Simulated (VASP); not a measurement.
Data:

```
CELL_PARAMETERS angstrom
      0.00000     2.56666     2.56666
      2.56666     0.00000     2.56666
      2.56666     2.56666     0.00000
ATOMIC_POSITIONS crystal
  Be 0.00000 0.00000 0.00000
  Se 0.25000 0.25000 0.25000
```

Level of theory: PBEsol GGA, VASP's PBE PAW potentials (set 64) (plane waves; VASP). Settings: 400 eV cut-off, 11×11×11 Γ-centred mesh, Gaussian smearing of 0.010 eV, potentials Be Se.

**Question.** The job: BeSe (zinc blende), 2 atoms, PBEsol, optics run with many empty bands, 400 eV, 11×11×11 Γ-centred mesh. Roughly how much core time does it take on a busy server core?

**Answer.** About 40 core-seconds (one run on a shared machine, a rough figure). It had 56 irreducible k-points, 24 bands, up to 624 plane waves and 12 electronic steps.

The compound is BeSe in the zinc blende structure. It was relaxed first.
